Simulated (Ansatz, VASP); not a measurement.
# KH99CO51: VASP beside Ansatz, part 2 of 2

Aim: how closely do two programs agree when they are given the same cell, functional and k mesh? Of the first pair: The structure shown is the start of the Ansatz relaxation below; VASP solves that cell, so the two are compared at the walk's first step.

VASP 6.6.1 and Ansatz 0.2.0.

So far. Step 3 (VASP: single point, PBE with D3(BJ), start cell, pair 1): The run ends at a pressure of -2.29 GPa, with forces up to 4.5 eV/Å.

**5. Ansatz: relaxation, PBE with D3(BJ)**

Level of this step: Ansatz beside VASP: Kohn-Sham DFT, plane waves, PBE with D3(BJ) (Ansatz).

This run makes the geometry at which the two programs are then compared.

The structure compared here is the end of the Ansatz relaxation.

The input, input.yaml:

```yaml
crystal:
  lattice:
    - [11.52054, 0.0, 0.0]
    - [0.0, 11.52054, 0.0]
    - [0.0, 0.0, 11.52054]
  atoms:
    - { symbol: O, position: [0.48777, 0.03022, 0.12805] }
    - { symbol: C, position: [0.52463, 0.9512, 0.05967] }
    - { symbol: O, position: [0.61623, 0.93447, 0.00431] }
    - { symbol: H, position: [0.44929, 0.89038, 0.03532] }
    - { symbol: O, position: [0.82298, 0.58953, 0.9846] }
    - { symbol: H, position: [0.77254, 0.53348, 0.02759] }
    - { symbol: H, position: [0.80529, 0.58516, 0.89973] }
    - { symbol: O, position: [0.29783, 0.55328, 0.87874] }
    - { symbol: H, position: [0.21734, 0.52568, 0.86157] }
    - { symbol: H, position: [0.32677, 0.60115, 0.81237] }
    - { symbol: O, position: [0.16932, 0.45058, 0.37577] }
    - { symbol: H, position: [0.16944, 0.37042, 0.34247] }
    - { symbol: H, position: [0.1029, 0.49558, 0.34263] }
    - { symbol: O, position: [0.75736, 0.11093, 0.98978] }
    - { symbol: H, position: [0.83828, 0.08537, 0.00802] }
    - { symbol: H, position: [0.70193, 0.04666, 0.00798] }
    - { symbol: O, position: [0.3968, 0.25393, 0.76421] }
    - { symbol: H, position: [0.42382, 0.17256, 0.75069] }
    - { symbol: H, position: [0.31545, 0.25274, 0.79448] }
    - { symbol: O, position: [0.43365, 0.81428, 0.33978] }
    - { symbol: H, position: [0.46248, 0.89457, 0.35581] }
    - { symbol: H, position: [0.50072, 0.7592, 0.33838] }
    - { symbol: O, position: [0.35383, 0.49774, 0.13097] }
    - { symbol: H, position: [0.33166, 0.48327, 0.0483] }
    - { symbol: H, position: [0.29304, 0.54659, 0.16909] }
    - { symbol: O, position: [0.06469, 0.10351, 0.84338] }
    - { symbol: H, position: [0.14434, 0.13396, 0.85959] }
    - { symbol: H, position: [0.0071, 0.16811, 0.8501] }
    - { symbol: O, position: [0.73925, 0.57164, 0.74851] }
    - { symbol: H, position: [0.78722, 0.54789, 0.68018] }
[... 116 atom lines left out ...]
    - { symbol: H, position: [0.3459, 0.77991, 0.67517] }
    - { symbol: H, position: [0.45577, 0.79003, 0.76416] }
    - { symbol: O, position: [0.28638, 0.87982, 0.58612] }
    - { symbol: H, position: [0.26455, 0.9596, 0.55982] }
    - { symbol: H, position: [0.23211, 0.8219, 0.55099] }
    - { symbol: K, position: [0.40337, 0.24715, 0.48389] }
kpoints:
  mp_grid: { grid: [1, 1, 1] }
hamiltonian:
  xc: pbe
  dispersion: d3bj
scf:
  occupations: { method: fixed }
output:
  forces: true
relax:
  f_tol: 0.03
  max_steps: 200
```

Run with:

```console
$ ansatz run input.yaml --threads 4 --pin off --max-ram 8192MiB --backend cpu --events-out ev --progress --plain --runs-dir out
```

Numbers of over 12 decimals in the logs are rounded to 6 here.

The program printed:

```text
[...]
Crystal: 152 atoms, lattice volume = 1529.039 Å³
Basis set: ecut = 420 eV, 29855 PW (Γ), exchange–correlation on 160×160×160 points (8 copies of the dense FFT grid, shifted against one another)
Bands: 361, of which v1, the nominal top of the filled ones, is band 209 counted from 1 (208 counted from 0)
Symmetry: 1 space group operations
[...]
k-points: 1
[...]
- { symbol: O, position: [0.648160, 0.664028, 0.285603] }
[...]
- { symbol: O, position: [0.578455, 0.494360, 0.430793] }
[...]
- { symbol: O, position: [0.513317, 0.558986, 0.926896] }
[...]
- { symbol: O, position: [0.400660, 0.699344, 0.683995] }
    - { symbol: H, position: [0.366993, 0.759938, 0.632979] }
    - { symbol: H, position: [0.482073, 0.725466, 0.697567] }
    - { symbol: O, position: [0.344725, 0.869656, 0.527629] }
    - { symbol: H, position: [0.269380, 0.901046, 0.502636] }
    - { symbol: H, position: [0.378777, 0.835095, 0.456286] }
    - { symbol: K, position: [0.360958, 0.249593, 0.599078] }
```

**6. VASP: single point, PBE with D3(BJ), relaxed cell, pair 2**

The same cell, functional and mesh now go to VASP, with its own data sets.

The input, INCAR:

```
SYSTEM = KH99CO51
PREC = Accurate
ENCUT = 520
EDIFF = 1E-06
NELM = 120
ISMEAR = 0
SIGMA = 0.01
LREAL = Auto
ALGO = Normal
GGA = PE
IVDW = 12
NBANDS = 315
LORBIT = 11
LWAVE = .FALSE.
LCHARG = .FALSE.
ISIF = 2
LASPH = .TRUE.
GGA_COMPAT = .FALSE.
EFERMI = MIDGAP
```

The input, POSCAR:

```
KH99CO51
1.0
   11.5205400000      0.0000000000      0.0000000000
    0.0000000000     11.5205400000      0.0000000000
    0.0000000000      0.0000000000     11.5205400000
O C H K
51 1 99 1
Direct
    0.5205600000      0.9674400000      0.0611300000
    0.6163000000      0.8597000000      0.9300200000
    0.8332400000      0.5682300000      0.9410600000
    0.2886300000      0.5833200000      0.8577000000
    0.1448700000      0.5316600000      0.5207500000
    0.7177200000      0.1013600000      0.0431900000
    0.4196500000      0.2763000000      0.8208100000
    0.4340100000      0.7929000000      0.3177300000
    0.2633500000      0.3944100000      0.2786600000
    0.0137100000      0.1454300000      0.9081800000
    0.7496400000      0.5801800000      0.7191900000
    0.6240600000      0.7786800000      0.7149400000
    0.8392400000      0.8127200000      0.9841100000
    0.0758900000      0.7244100000      0.3967200000
    0.0742500000      0.3304300000      0.4165800000
    0.7855700000      0.2427400000      0.4989800000
    0.8083100000      0.4815300000      0.5066000000
    0.0079500000      0.5757800000      0.0958900000
    0.6100400000      0.1311400000      0.8322300000
    0.3797300000      0.5014600000      0.5533300000
    0.2255500000      0.7613200000      0.2142900000
    0.1357000000      0.1500100000      0.5673100000
    0.1649100000      0.7169700000      0.9957000000
    0.6481600000      0.6640300000      0.2856000000
    0.6634900000      0.5291200000      0.0910100000
    0.9222500000      0.2685400000      0.2412300000
    0.5578600000      0.2557100000      0.4499700000
    0.7615400000      0.2722100000      0.7259100000
    0.2310200000      0.2309000000      0.9567300000
    0.7382400000      0.9529100000      0.6054400000
[... 116 atom lines left out ...]
    0.4281000000      0.5568200000      0.9154200000
    0.3669900000      0.7599400000      0.6329800000
    0.4820700000      0.7254700000      0.6975700000
    0.2693800000      0.9010500000      0.5026400000
    0.3787800000      0.8350900000      0.4562900000
    0.3609600000      0.2495900000      0.5990800000
```

The input, KPOINTS:

```
Automatic mesh
0
Gamma
1 1 1
0 0 0
```

PAW data sets: O, C, H and K_sv (PBE family, release 64).

Run with:

```console
$ export OMP_NUM_THREADS=3
$ mpirun -np 1 vasp_gam
```

The program printed:

```text
[... set-up lines as in an earlier step ...]
 entering main loop
       N       E                     dE             d eps       ncg     rms          rms(c)
DAV:   1     0.342911924163E+04    0.34291E+04   -0.22974E+05   662   0.124E+03
DAV:   2    -0.459656298907E+03   -0.38888E+04   -0.37307E+04   793   0.315E+02
DAV:   3    -0.817692120499E+03   -0.35804E+03   -0.35555E+03   804   0.990E+01
DAV:   4    -0.823959960164E+03   -0.62678E+01   -0.62503E+01   764   0.145E+01
[...]
DAV:  18    -0.754209749362E+03    0.47724E-05   -0.27271E-05   708   0.115E-02    0.802E-03
DAV:  19    -0.754209744051E+03    0.53106E-05   -0.67451E-06   660   0.888E-03    0.308E-03
DAV:  20    -0.754209743360E+03    0.69130E-06   -0.25417E-06   652   0.479E-03
   1 F= -.75969962E+03 E0= -.75969962E+03  d E =0.000000E+00
```

From OUTCAR (step 6):

```text
  FREE ENERGIE OF THE ION-ELECTRON SYSTEM (eV)
  ---------------------------------------------------
  free  energy   TOTEN  =      -759.6996177590 eV

  energy  without entropy=     -759.6996177590  energy(sigma->0) =     -759.69961776
```

The run ends at a pressure of -0.31 GPa, with forces up to 0.33 eV/Å.

**7. Differences**

Both answers:

| quantity | Ansatz | VASP | difference |
| --- | --- | --- | --- |
| gap on the k mesh (eV) | 4.892 | 4.917 | -0.025 |

Forces on 7 of the 152 atoms, those with the largest forces and the largest differences (eV/Å; atoms numbered as in POSCAR):

| atom | Ansatz x, y, z | VASP x, y, z |
| --- | --- | --- |
| O1 | -0.001, 0.002, -0.001 | -0.017, 0.204, 0.230 |
| O2 | -0.004, 0.002, 0.001 | 0.267, -0.110, -0.150 |
| C52 | 0.001, -0.007, 0.001 | -0.252, -0.103, -0.073 |
| H92 | 0.000, 0.001, 0.000 | 0.017, -0.111, -0.037 |
| H127 | 0.000, 0.000, 0.001 | -0.024, 0.018, -0.113 |
| H129 | 0.001, -0.001, 0.001 | 0.110, 0.015, -0.027 |
| H131 | -0.001, 0.001, 0.000 | -0.097, 0.010, 0.061 |

The forces differ by 57 meV/Å r.m.s., where the r.m.s. force is 0.002 eV/Å in Ansatz and 0.057 eV/Å in VASP: the atoms lie near their places of rest in Ansatz, so a percentage would say little (all taken over all components). A gap on the mesh is an upper bound, since the band edges may lie between its points.

**8. Summary of results**

- r.m.s. force difference (single point, PBE with D3(BJ), start cell, pair 1): 9.1 % of the r.m.s. force
- r.m.s. force difference (single point, PBE with D3(BJ), relaxed cell, pair 2): 57 meV/Å

The r.m.s. force difference is 57 meV/Å (single point, PBE with D3(BJ), relaxed cell, pair 2), beyond the 12 meV/Å picked in this series as the mark of a large difference. What causes the difference of the single point, PBE with D3(BJ), start cell, pair 1 pair stays open here. What causes the difference of the single point, PBE with D3(BJ), relaxed cell, pair 2 pair stays open here. Such differences can come from data sets, numerical settings and the points named under the comparisons, not from the functional's error against experiment.

[Lines on the potential files, build, host, timing and source positions are cut from VASP's logs without a mark.]

[Logs are printed without paths, hosts, clocks, repeated set-up lines and the standing remarks that a program may print on its own settings, such as how far it seeks lower states.]

[Hosts, paths, dates, database ids (printed as entryN), source tags and the programs' standing remarks are cut or masked in the printed files.]
